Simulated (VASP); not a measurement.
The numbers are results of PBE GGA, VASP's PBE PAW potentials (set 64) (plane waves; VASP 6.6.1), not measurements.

VASP ran on this input.

POSCAR:
```
ReS
1
    3.8481870000     0.0000000000     0.0000000000
   -1.9240930000     3.3326270000     0.0000000000
    0.0000000000     0.0000000000     5.3634300000
Re S
2 2
Direct
  0.0000000000   0.0000000000   0.0000000000
  0.0000000000   0.0000000000   0.5000000000
  0.3333330000   0.6666670000   0.2500000000
  0.6666670000   0.3333330000   0.7500000000
```

### KPOINTS_OPT
```
k-points along high-symmetry lines
6
Line-mode
Reciprocal
  0.000000   0.000000   0.000000 ! GAMMA
  0.500000   0.000000   0.000000 ! M

  0.500000   0.000000   0.000000 ! M
  0.333333   0.333333   0.000000 ! K

  0.333333   0.333333   0.000000 ! K
  0.000000   0.000000   0.000000 ! GAMMA

  0.000000   0.000000   0.000000 ! GAMMA
  0.000000   0.000000   0.500000 ! A

  0.000000   0.000000   0.500000 ! A
  0.500000   0.000000   0.500000 ! L

  0.500000   0.000000   0.500000 ! L
  0.333333   0.333333   0.500000 ! H

  0.333333   0.333333   0.500000 ! H
  0.000000   0.000000   0.500000 ! A

  0.500000   0.000000   0.500000 ! L
  0.500000   0.000000   0.000000 ! M

  0.333333   0.333333   0.500000 ! H
  0.333333   0.333333   0.000000 ! K
```

INCAR:
```
ALGO = Normal
EDIFF = 1E-6
ENCUT = 300
GGA = PE
ISIF = 2
ISMEAR = -1
LASPH = T
LCHARG = F
LMAXMIX = 6
LREAL = F
LWAVE = F
NELM = 100
PREC = Accurate
SIGMA = 0.1
SYSTEM = ReS
```

File KPOINTS:
```
Automatic mesh
0
gamma
 7 7 4
0 0 0
```

POTCAR, in this order: Re S (PBE.64 set). Program: vasp_std.

At this cut-off the stress carries a Pulay error, which pulls relaxed volumes low. Unless said otherwise, spin-orbit coupling is left out, though it shifts the bands of the heavy elements here.

Task: What does the run give for the energy per atom (σ→0), pressure, band gap (over mesh and band path)?

Result: 
- energy per atom (σ→0) = -7.694 eV/atom
- band gap (over mesh and band path) = none (metal, semimetal or under 0.01 eV)
- pressure = -19.25 GPa

### OSZICAR
```
...
DAV:  10    -0.308199703867E+02    0.14559E-03   -0.13513E-03  1592   0.537E-01    0.856E-02
DAV:  11    -0.308199816779E+02   -0.11291E-04   -0.16229E-04  1392   0.995E-02    0.215E-02
DAV:  12    -0.308199859733E+02   -0.42954E-05   -0.12638E-05  1304   0.316E-02    0.595E-03
DAV:  13    -0.308199861658E+02   -0.19242E-06   -0.83102E-07   768   0.175E-02
   1 F= -.30819986E+02 E0= -.30777910E+02  d E =-.841523E-01
       N       E                     dE             ncg
       N       E                     dE             ncg
       N       E                     dE             ncg
```

The structure was generated: ReS was put into an ordered model structure, which need not be its known phase. The cell was not relaxed at this level.
